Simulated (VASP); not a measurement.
# KFeAs2 (I-4m2) in VASP: further runs

Aim: see how the results for KFeAs2 move with the level of theory and the settings. Levels: RPBE, LDA. Tasks: single point.

Everything below comes from runs of VASP 6.6.1. Logs are shortened: lines on timing, memory, paths and dates and some standing lists are left out, and cuts for length are marked.

**1. The structure**

Symmetry: I-4m2, No. 119, tetragonal system. Conventional cell: a = 3.961 Å, b = 3.961 Å, c = 12.766 Å, α = 90.00°, β = 90.00°, γ = 90.00°. As (site symmetry 2mm) has 2 Fe at 2.23 Å as nearest neighbours. Fe (site symmetry -4m2) is surrounded by 4 As at 2.23 Å. Around K (site symmetry -4m2) lie 8 As at 3.54 Å and 4 Fe at 3.76 Å and 4 K at 3.96 Å.

The cell comes from a database or a generator and needn't be the stable form of this composition.

**2. Single point, RPBE, collinear spin, ferromagnetic start**

The input, INCAR:

```
SYSTEM = KFeAs2
ALGO = Normal ; EDIFF = 1E-6
ENCUT = 550 ; GGA = RP
ISIF = 2 ; ISMEAR = 0
ISPIN = 2 ; LASPH = .TRUE.
LCHARG = .FALSE. ; LMAXMIX = 4
LORBIT = 11 ; LREAL = .FALSE.
LWAVE = .FALSE. ; MAGMOM = 0 0 3 0
NELM = 100 ; PREC = Accurate
SIGMA = 0.02
```

The input, KPOINTS:

```
k-points
0
G
  9 9 9
  0 0 0
```

The input, POSCAR:

```
KFeAs2
6.9704
   -0.284111098359      0.284111098359      0.915732095719
    0.284111098359     -0.284111098359      0.915732095719
    0.284111098359      0.284111098359     -0.915732095719
As Fe K
2 1 1
Direct
    0.3307380000      0.3307380000      0.0000000000
    0.6692620000      0.6692620000      0.0000000000
    0.2500000000      0.7500000000      0.5000000000
    0.0000000000      0.0000000000      0.0000000000
```

Potentials or basis: VASP PAW PBE potentials, release 64 (As_GW, Fe_GW, K_sv_GW).

Run with:

```console
$ cat potpaw_PBE.64/As_GW/POTCAR potpaw_PBE.64/Fe_GW/POTCAR potpaw_PBE.64/K_sv_GW/POTCAR > POTCAR
$ mpirun -np 1 vasp_std > vasp.out
```

OUTCAR:

```text
SYSTEM = KFeAs2
   EDIFF = 1E-6
   ENCUT = 550
   GGA = RP
   ISIF = 2
   ISMEAR = 0
   ISPIN = 2
   LASPH = .TRUE.
   LORBIT = 11
   LREAL = .FALSE.
   NELM = 100
   PREC = Accurate

 ion  position               nearest neighbor table
   1  0.331  0.331  0.000-   3 2.23   3 2.23
   2  0.669  0.669  0.000-   3 2.23   3 2.23
   3  0.250  0.750  0.500-   1 2.23   2 2.23   1 2.23   2 2.23
   4  0.000  0.000  0.000-

  LATTYP: Found a body centered tetragonal cell.
 ALAT       =     3.9607360000
 C/A-ratio  =     3.2231479200

  Lattice vectors:

 A1 = (  -1.9803680000,   1.9803680000,   6.3830190000)
 A2 = (   1.9803680000,  -1.9803680000,   6.3830190000)
 A3 = (   1.9803680000,   1.9803680000,  -6.3830190000)

Analysis of symmetry for initial positions (statically):
=====================================================================
 Subroutine PRICEL returns:
 Original cell was already a primitive cell.

 Routine SETGRP: Setting up the symmetry group for a
 body centered tetragonal supercell.

 Subroutine GETGRP returns: Found  8 space group operations
 (whereof  8 operations were pure point group operations)
 out of a pool of 16 trial point group operations.

The static configuration has the point symmetry D_2d.

Analysis of symmetry for dynamics (positions and initial velocities):
=====================================================================
 Subroutine PRICEL returns:
 Original cell was already a primitive cell.

 Routine SETGRP: Setting up the symmetry group for a
 body centered tetragonal supercell.

 Subroutine GETGRP returns: Found  8 space group operations
 (whereof  8 operations were pure point group operations)
 out of a pool of 16 trial point group operations.

The dynamic configuration has the point symmetry D_2d.

Analysis of structural, dynamic, and magnetic symmetry:
=====================================================================
 Subroutine PRICEL returns:
 Original cell was already a primitive cell.

 Routine SETGRP: Setting up the symmetry group for a
 body centered tetragonal supercell.

 Subroutine GETGRP returns: Found  8 space group operations
 (whereof  8 operations were pure point group operations)
 out of a pool of 16 trial point group operations.

The overall configuration has the point symmetry D_2d.

 Subroutine INISYM returns: Found  8 space group operations
 (whereof  8 operations are pure point group operations),
 and found     1 'primitive' translations

----------------------------------------------------------------------------------------

                                     Primitive cell

  volume of cell :     100.1332

  direct lattice vectors                    reciprocal lattice vectors
    -1.980368000  1.980368000  6.383019000     0.000000000  0.252478327  0.078332839
     1.980368000 -1.980368000  6.383019000     0.252478327  0.000000000  0.078332839
     1.980368000  1.980368000 -6.383019000     0.252478327  0.252478327  0.000000000

  length of vectors
     6.970412211  6.970412211  6.970412211     0.264350789  0.264350789  0.357058275

  position of ions in fractional coordinates (direct lattice)
     0.330738000  0.330738000  0.000000000
     0.669262000  0.669262000  0.000000000
     0.250000000  0.750000000  0.500000000
     0.000000000  0.000000000  0.000000000

  ion indices of the primitive-cell ions
   primitive index   ion index
                 1           1
                 2           2
                 3           3
                 4           4

----------------------------------------------------------------------------------------

 KPOINTS: k-points

Automatic generation of k-mesh.
 Grid dimensions read from file:
 generate k-points for:    9    9    9

 Generating k-lattice:

  Cartesian coordinates                     Fractional coordinates (reciprocal lattice)
     0.000000000  0.028053147  0.008703649     0.111111111 -0.000000000  0.000000000
     0.028053147  0.000000000  0.008703649    -0.000000000  0.111111111  0.000000000
     0.028053147  0.028053147  0.000000000     0.000000000  0.000000000  0.111111111

  Length of vectors
     0.029372310  0.029372310  0.039673142

  Shift w.r.t. Gamma in fractional coordinates (k-lattice)
     0.000000000  0.000000000  0.000000000

 Subroutine IBZKPT returns following result:
 ===========================================

 Found     75 irreducible k-points:

 Following reciprocal coordinates:
            Coordinates               Weight
  0.000000  0.000000  0.000000      1.000000
  0.111111  0.000000 -0.000000      8.000000
  0.222222  0.000000 -0.000000      8.000000
  0.333333 -0.000000  0.000000      8.000000
  0.444444  0.000000 -0.000000      8.000000
  0.111111  0.111111 -0.000000      8.000000
[... 16 lines left out ...]
 -0.333333  0.333333  0.000000      4.000000
  0.444444  0.444444 -0.000000      8.000000
 [... further k-points ...]
   k-points           NKPTS =     75   k-points in BZ     NKDIM =     75   number of bands    NBANDS=     19
   number of dos      NEDOS =    301   number of ions     NIONS =      4
   total plane-waves  NPLWV = 157464
   dimension x,y,z NGX =    54 NGY =   54 NGZ =   54
   dimension x,y,z NGXF=   108 NGYF=  108 NGZF=  108
   ions per type =               2   1   1
   NGX,Y,Z   is equivalent  to a cutoff of  12.88, 12.88, 12.88 a.u.
   NGXF,Y,Z  is equivalent  to a cutoff of  25.76, 25.76, 25.76 a.u.
 SYSTEM =  KFeAs2
   PREC   = accura    normal or accurate (medium, high low for compatibility)
   ISTART =      0    job   : 0-new  1-cont  2-samecut
   ICHARG =      2    charge: 1-file 2-atom 10-const
   ISPIN  =      2    spin polarized calculation?
   LNONCOLLINEAR =      F non collinear calculations
   LSORBIT =      F    spin-orbit coupling
   LASPH  =      T    aspherical Exc in radial PAW
   ENCUT  =  550.0 eV  40.42 Ry    6.36 a.u.  13.33 13.33 13.33*2*pi/ulx,y,z
   NELM   =    100;   NELMIN=  2; NELMDL= -5     # of ELM steps
   EDIFF  = 0.1E-05   stopping-criterion for ELM
   LREAL  =      F    real-space projection
   EDIFFG = 0.1E-04   stopping-criterion for IOM
   NSW    =      0    number of steps for IOM
   IBRION =     -1    ionic relax: 0-MD 1-quasi-New 2-CG
   NFREE  =      0    steps in history (QN), initial steepest desc. (CG)
   ISIF   =      2    stress and relaxation
   ISYM   =      2    0-nonsym 1-usesym 2-fastsym
   POTIM  = 0.5000    time-step for ionic-motion
   TEBEG  =    0.0;   TEEND  =   0.0 temperature during run
   PSTRESS=    0.0 pullay stress
   NELECT =      27.0000    total number of electrons
   NUPDOWN=      -1.0000    fix difference up-down
   EMIN   =  10.00;   EMAX   =-10.00  energy-range for DOS
   EFERMI =   0.00;   METHOD = LEGACY
   ISMEAR =     0;   SIGMA  =   0.02  broadening in eV -4-tet -1-fermi 0-gaus
   EFERMI_NEDOS =   21; number of points for ismear=-14 and -15
   IALGO  =     38    algorithm
   IMIX   =      4    mixing-type and parameters
     AMIX     =   0.40;   BMIX     =  1.00
     AMIX_MAG =   1.60;   BMIX_MAG =  1.00
  volume/ion in A,a.u.               =      25.03       168.93
  Fermi-wavevector in a.u.,A,eV,Ry     =   1.057637  1.998645 15.219433  1.118597
  Thomas-Fermi vector in A             =   2.192917
   LORBIT       =     11    0 simple, 1 ext, 2 COOP (PROOUT), +10 PAW based schemes
   GGA     = RP    functional components
   LHFCALC =     F    Hartree Fock is set to
   AEXX    =    0.0000 exact exchange contribution
   IVDW    =     0    specifies the selected vdW correction
   LEPSILON=     F    determine dielectric tensor
   LRPA    =     F    only Hartree local field effects (RPA)
 spin polarized calculation
 Gauss-broadening in eV      SIGMA  =   0.02
  energy-cutoff  :      550.00
  volume of cell :      100.13
 maximum number of plane-waves:      2960
 NGX is ok and might be reduce to    54
   NGX = 27   NGY = 27   NGZ = 27

 number of electron      27.0000001 magnetization       0.7062963

 Free energy of the ion-electron system (eV)
  ---------------------------------------------------
  ext. energy  EPLUGINS =         0.00000000
  ---------------------------------------------------
  free energy    TOTEN  =       -20.04353306 eV

  energy without entropy =      -20.04311801  energy(sigma->0) =      -20.04332554

 E-fermi :   3.4277     XC(G=0):  -8.7893

 val. band max:        3.4223566366   @ k =  -0.4444   0.4444   0.1111
 cond. band min:       3.4300157547   @ k =  -0.3333   0.4444   0.2222
 fundamental gap:      0.0076591182
 Fermi energy:         3.4276821765

 spin component 1

 k-point     1 :       0.0000    0.0000    0.0000
  band No.  band energies     occupation
      1     -27.3196      1.00000
      2     -10.7714      1.00000
      3     -10.7265      1.00000
      4     -10.7265      1.00000
      5      -8.2199      1.00000
      6      -6.3781      1.00000
[... 11 lines left out ...]
     18       7.1052      0.00000
     19       7.5047      0.00000
[... 489 lines left out ...]
      3     -10.8843      1.00000
      4     -10.6965      1.00000
      5      -6.5849      1.00000
      6      -6.5558      1.00000
[... 11 lines left out ...]
     18       8.0217      0.00000
     19       9.1288      0.00000

 [... further k-points ...]

 spin component 2

 k-point     1 :       0.0000    0.0000    0.0000
  band No.  band energies     occupation
      1     -27.3201      1.00000
      2     -10.7727      1.00000
      3     -10.7268      1.00000
      4     -10.7268      1.00000
      5      -8.2199      1.00000
      6      -6.3830      1.00000
[... 11 lines left out ...]
     18       7.1473      0.00000
     19       7.5326      0.00000
[... 489 lines left out ...]
      3     -10.8847      1.00000
      4     -10.6975      1.00000
      5      -6.5960      1.00000
      6      -6.5679      1.00000
[... 11 lines left out ...]
     18       8.1216      0.00000
     19       9.1875      0.00000

 [... further k-points ...]
[... 5 lines left out ...]
  --------------------------------------------------------------------------------------
  -------------------------------------------------------------------------------------
  Total        1.3214868      1.3214868      1.1115269      0.0000000      0.0000000      0.0000000
  in kB       21.1444058     21.1444058     17.7849500      0.0000000      0.0000000      0.0000000
  external PRESSURE =      20.0245872 kB  Pullay stress =       0.0000000 kB

 VOLUME and BASIS-vectors are now :
 -----------------------------------------------------------------------------
  energy-cutoff  :      550.00
  volume of cell :      100.13
      direct lattice vectors                 reciprocal lattice vectors
    -1.980368000  1.980368000  6.383019000     0.000000000  0.252478327  0.078332839
     1.980368000 -1.980368000  6.383019000     0.252478327  0.000000000  0.078332839
     1.980368000  1.980368000 -6.383019000     0.252478327  0.252478327  0.000000000

 POSITION                                       TOTAL-FORCE (eV/Angst)
 -----------------------------------------------------------------------------------
      0.00000      0.00000      4.22221        -0.000000      0.000000      0.140405
      0.00000      0.00000      8.54382        -0.000000      0.000000     -0.140405
      1.98037     -0.00000      3.19151         0.000000     -0.000000     -0.000000
      0.00000      0.00000      0.00000         0.000000     -0.000000     -0.000000
 -----------------------------------------------------------------------------------
    total drift:                               -0.000001      0.000001      0.000000

  FREE ENERGIE OF THE ION-ELECTRON SYSTEM (eV)
  ---------------------------------------------------
  free  energy   TOTEN  =       -20.0435330623 eV

  energy  without entropy=      -20.0431180094  energy(sigma->0) =      -20.04332554

 total charge

# of ion       s       p       d       f       tot
--------------------------------------------------
    1        1.232   1.459   0.044   0.000   2.736
    2        1.232   1.459   0.044   0.000   2.736
    3        0.483   0.514   6.412   0.013   7.422
    4        2.072   5.884   0.063   0.000   8.019
--------------------------------------------------
tot          5.019   9.317   6.565   0.013  20.913

 magnetization (x)

# of ion       s       p       d       f       tot
--------------------------------------------------
    1        0.001  -0.019   0.002   0.000  -0.016
    2        0.001  -0.019   0.002   0.000  -0.016
    3        0.019   0.016   0.665  -0.000   0.700
    4       -0.003  -0.000   0.001   0.000  -0.002
--------------------------------------------------
tot          0.017  -0.022   0.671  -0.000   0.665
```

Run time: 13 min. Hardware: 1 thread of Intel Xeon Platinum 8488C (Sapphire Rapids), shared host; peak memory 0.74 GiB.

What came out:

```
Free energy                                           : -20.0435 eV
Pressure                                              : 2.0 GPa
Largest force                                         : 0.140 eV/Å
Band gap on the k mesh                                : none (metal or under the smearing width)
Net moment                                            : 0.71 μB per cell
Site moments                                          : As -0.02; Fe +0.70; K -0.00 μB
Valence electrons inside the program's atomic spheres : As 2.74; Fe 7.42; K 8.02
```

Forces on the atoms (eV/Å):
```
As   0.000  0.000  0.140
As   0.000  0.000 -0.140
Fe   0.000  0.000  0.000
K    0.000  0.000  0.000
```

Stress tensor (GPa, compression positive):
```
2.11 0.00 0.00
0.00 2.11 0.00
0.00 0.00 1.78
```

Caveat: the PAW data sets were made with another functional, which shifts forces and pressure a little; a cell with one magnetic atom can't hold antiferromagnetic order, which such compounds often take.

**3. Single point, LDA, collinear spin, ferromagnetic start**

The input, run.py:

```python
from ase import Atoms
from ase.calculators.vasp import Vasp
from ase.dft.bandgap import bandgap

atoms = Atoms(
    ['As', 'As', 'Fe', 'K'],
    cell=[[-1.980368, 1.980368, 6.383019], [1.980368, -1.980368, 6.383019], [1.980368, 1.980368, -6.383019]],
    scaled_positions=[[0.330738, 0.330738, 0.0], [0.669262, 0.669262, 0.0], [0.25, 0.75, 0.5], [0.0, 0.0, 0.0]],
    pbc=True,
)
atoms.set_initial_magnetic_moments([0.0, 0.0, 3.0, 0.0])
calc = Vasp(
    directory='calc',
    xc='lda',
    pp='LDA',
    setups={'base': 'minimal', 'As': '_GW', 'Fe': '_GW', 'K': '_sv_GW'},
    prec='Accurate',
    encut=550,
    ediff=1e-06,
    ismear=0,
    sigma=0.05,
    lreal=False,
    lasph=True,
    nelm=100,
    algo='Normal',
    isif=2,
    lwave=False,
    lcharg=False,
    ispin=2,
    lorbit=11,
    lmaxmix=4,
    kpts=[9, 9, 9],
    gamma=True,
    nbands=26,
)
atoms.calc = calc

print('energy (eV):', atoms.get_potential_energy())
print('free energy (eV):', atoms.get_potential_energy(force_consistent=True))
print('forces (eV/A):')
print(atoms.get_forces())
print('stress (eV/A^3, Voigt):', atoms.get_stress())
print('Fermi level (eV):', calc.get_fermi_level())
print('moment (muB):', atoms.get_magnetic_moment())
print('site moments (muB):', atoms.get_magnetic_moments())
gap, top, bottom = bandgap(calc)
print('band gap (eV):', gap, 'from (spin, k, band)', top, 'to', bottom)
```

Potentials or basis: VASP PAW LDA potentials, release 64 (As_GW, Fe_GW, K_sv_GW).

Run with:

```console
$ python run.py
```

It took 15 min on 1 thread of AMD EPYC 9R45 (Zen 5), shared host; peak memory 0.58 GiB.

It converged, with:

```
Free energy                                           : -24.0951 eV
Pressure                                              : -4.5 GPa
Largest force                                         : 0.342 eV/Å
Band gap on the k mesh                                : none (metal or under the smearing width)
Net moment                                            : 0.53 μB per cell
Site moments                                          : As -0.00; Fe +0.48; K -0.00 μB
Valence electrons inside the program's atomic spheres : As 2.75; Fe 7.44; K 8.03
```

Forces on the atoms (eV/Å):
```
As   0.000  0.000 -0.342
As   0.000  0.000  0.342
Fe   0.000  0.000  0.000
K    0.000  0.000  0.000
```

Stress tensor (GPa, compression positive):
```
-4.82  0.00  0.00
 0.00 -4.82  0.00
 0.00  0.00 -3.92
```

Levels at points of the mesh, in eV from the Fermi level:
Spin up:
```csv
k point,band 12,band 13,band 14,band 15,band 16,band 17
"(0.00, 0.00, 0.00)",-0.83,-0.83,-0.41,2.73,2.73,2.75
```
Spin down:
| k point | band 9 | band 10 | band 11 | band 12 | band 13 | band 14 | band 15 | band 16 | band 17 | band 18 |
| --- | --- | --- | --- | --- | --- | --- | --- | --- | --- | --- |
| (0.00, 0.00, 0.00) | -2.59 | -2.59 | -0.96 | -0.76 | -0.76 | 0.01 | 2.89 | 2.89 | 2.95 | 3.40 |

Caveat: a cell with one magnetic atom can't hold antiferromagnetic order, which such compounds often take.
